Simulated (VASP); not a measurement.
Method: PBEsol GGA, VASP's PBE PAW potentials (set 64) (plane waves; VASP 6.6.1).

VASP input:

File KPOINTS:
```
Automatic mesh
0
Gamma
11 11 6
0 0 0
```

**INCAR**
```
! general
SYSTEM  = Mo2N
PREC    = Accurate
ENCUT   = 650
LREAL   = .False.   ! projection in real space or not
LASPH   = .True.   ! aspherical one-centre terms

! electronic loop
EDIFF   = 1E-7   ! SCF stop (eV)
NELM    = 100
ALGO    = Normal   ! blocked Davidson
LMAXMIX = 4   ! l cut-off of mixed one-centre charges

! smearing
ISMEAR  = 1   ! Methfessel-Paxton
SIGMA   = 0.1   ! width (eV)

! functional
GGA     = PS   ! PBEsol

! ions
IBRION  = 6
NSW     = 1
ISIF    = 3
POTIM   = 0.015
NFREE   = 2

! output
LWAVE   = .False.
LCHARG  = .False.
```

### POSCAR
```
Mo2N
1
    2.8388763416    -0.0000000013     0.0000000000
   -1.4194376699     2.4585390880     0.0000000000
    0.0000000000    -0.0000000000     5.1162952180
N Mo
1 2
Direct
  0.0000000000   0.0000000000   0.0000000000
  0.3333330000   0.6666670000   0.2651771905
  0.6666670000   0.3333330000   0.7348228095
```

POTCAR, in this order: N Mo_sv (PBE.64 set). Program: vasp_std.

Output of the run:

OSZICAR:
```
       N       E                     dE             d eps       ncg     rms          rms(c)
DAV:   1     0.394483288431E+03    0.39448E+03   -0.23409E+04  3360   0.205E+03
DAV:   2    -0.170636956656E+02   -0.41155E+03   -0.40086E+03  3652   0.564E+02
DAV:   3    -0.359103703987E+02   -0.18847E+02   -0.18168E+02  4528   0.114E+02
DAV:   4    -0.362974650457E+02   -0.38709E+00   -0.36918E+00  4012   0.133E+01
DAV:   5    -0.363106152210E+02   -0.13150E-01   -0.12947E-01  4180   0.187E+00    0.348E+01
DAV:   6    -0.332834132696E+02    0.30272E+01   -0.23716E+01  4152   0.338E+01    0.101E+01
DAV:   7    -0.328774913953E+02    0.40592E+00   -0.36260E+00  3840   0.124E+01    0.671E+00
DAV:   8    -0.328060000497E+02    0.71491E-01   -0.42798E-01  3940   0.551E+00    0.891E-01
DAV:   9    -0.328043731397E+02    0.16269E-02   -0.44931E-02  4216   0.154E+00    0.348E-01
DAV:  10    -0.328036353629E+02    0.73778E-03   -0.84187E-03  4100   0.749E-01    0.879E-02
DAV:  11    -0.328035279982E+02    0.10736E-03   -0.10913E-03  3940   0.210E-01    0.306E-02
DAV:  12    -0.328035288727E+02   -0.87454E-06   -0.39658E-05  3860   0.575E-02    0.108E-02
DAV:  13    -0.328035287136E+02    0.15911E-06   -0.21638E-05  3896   0.246E-02    0.447E-03
DAV:  14    -0.328035283198E+02    0.39381E-06   -0.28289E-06  3272   0.891E-03    0.721E-04
DAV:  15    -0.328035283796E+02   -0.59764E-07   -0.64551E-07  2356   0.231E-03
   1 F= -.32803528E+02 E0= -.32803437E+02  d E =-.275578E-03
 Found     4 degrees of freedom:
 Adding 6 more for cell shape distortion
```

File OUTCAR:
```
------------------------ aborting loop because EDIFF is reached ----------------------------------------
  FORCE on cell =-STRESS in cart. coord.  units (eV):
  Direction    XX          YY          ZZ          XY          YZ          ZX
  --------------------------------------------------------------------------------------
  Total       -0.0003545     -0.0003545     -0.0686349     -0.0000000     -0.0000000     -0.0000000
  in kB       -0.0159054     -0.0159054     -3.0794724     -0.0000000     -0.0000000     -0.0000000
  external PRESSURE =      -1.0370944 kB  Pullay stress =       0.0000000 kB
  volume of cell :       35.71
      direct lattice vectors                 reciprocal lattice vectors
     2.838876342 -0.000000001  0.000000000     0.352252046  0.203372737  0.000000000
    -1.419437670  2.458539088  0.000000000     0.000000000  0.406745618  0.000000000
     0.000000000  0.000000000  5.116295218     0.000000000  0.000000000  0.195453929
 POSITION                                       TOTAL-FORCE (eV/Angst)
 -----------------------------------------------------------------------------------
      0.00000      0.00000      0.00000         0.000000      0.000000      0.000000
     -0.00000      1.63903      1.35672        -0.000000     -0.000000      0.000689
      1.41944      0.81951      3.75957         0.000000      0.000000     -0.000689
 -----------------------------------------------------------------------------------
    total drift:                                0.000000      0.000000      0.000000
  FREE ENERGIE OF THE ION-ELECTRON SYSTEM (eV)
  ---------------------------------------------------
  free  energy   TOTEN  =       -32.8035283796 eV

  energy  without entropy=      -32.8032528013  energy(sigma->0) =      -32.80343652
```
(Selected blocks of OUTCAR.)

### stdout
```
...
 -----------------------------------------------------------------------------
|                                                                             |
|               ----> ADVICE to this user running VASP <----                  |
|                                                                             |
|     Your highest band is occupied at some k-points! Unless you are          |
|     performing a calculation for an insulator or semiconductor, without     |
|     unoccupied bands, you have included TOO FEW BANDS!! Please increase     |
|     the parameter NBANDS in file INCAR to ensure that the highest band      |
|     is unoccupied at all k-points. It is always recommended to include      |
|     a few unoccupied bands to accelerate the convergence of                 |
|     molecular-dynamics runs (even for insulators or semiconductors),        |
|     since the presence of unoccupied bands improves wavefunction            |
|     prediction and helps to suppress 'band-crossings'.                      |
|                                                                             |
 -----------------------------------------------------------------------------

   1 F= -.32803528E+02 E0= -.32803437E+02  d E =-.275578E-03
 Found     4 degrees of freedom:
 Adding 6 more for cell shape distortion
 Finite differences POTIM= 0.01500 DOF=  10

 -----------------------------------------------------------------------------
|                                                                             |
|     EEEEEEE  RRRRRR   RRRRRR   OOOOOOO  RRRRRR      ###     ###     ###     |
|     E        R     R  R     R  O     O  R     R     ###     ###     ###     |
|     E        R     R  R     R  O     O  R     R     ###     ###     ###     |
|     EEEEE    RRRRRR   RRRRRR   O     O  RRRRRR       #       #       #      |
|     E        R   R    R   R    O     O  R   R                               |
|     E        R    R   R    R   O     O  R    R      ###     ###     ###     |
|     EEEEEEE  R     R  R     R  OOOOOOO  R     R     ###     ###     ###     |
|                                                                             |
|     RE_READ_KPOINTS: the new IBZ does not contain all k-points of the       |
|     original IBZ.                                                           |
|                                                                             |
|     ... try setting KBLOWUP=.FALSE.                                         |
|     ... as a last resort: switch off symmetry                               |
|                                                                             |
|       ---->  I REFUSE TO CONTINUE WITH THIS SICK JOB ... BYE!!! <----       |
|                                                                             |
 -----------------------------------------------------------------------------
```

VASP stops with an error: RE_READ_KPOINTS: the new IBZ does not contain all k-points of the original IBZ. ... try setting KBLOWUP=.FALSE. ... as a last resort: switch off symmetry ----> I REFUSE TO CONTINUE WITH THIS SICK JOB ... BYE!!! <----

The structure was generated: Mo2N was put into the CdI2 type (P-3m1), which need not be its known phase. It was relaxed first, which changed the volume by +13 %. The electron count is odd and the run is not spin-polarised, which forces a metal. VASP warned that the highest band is occupied, so more bands are needed.
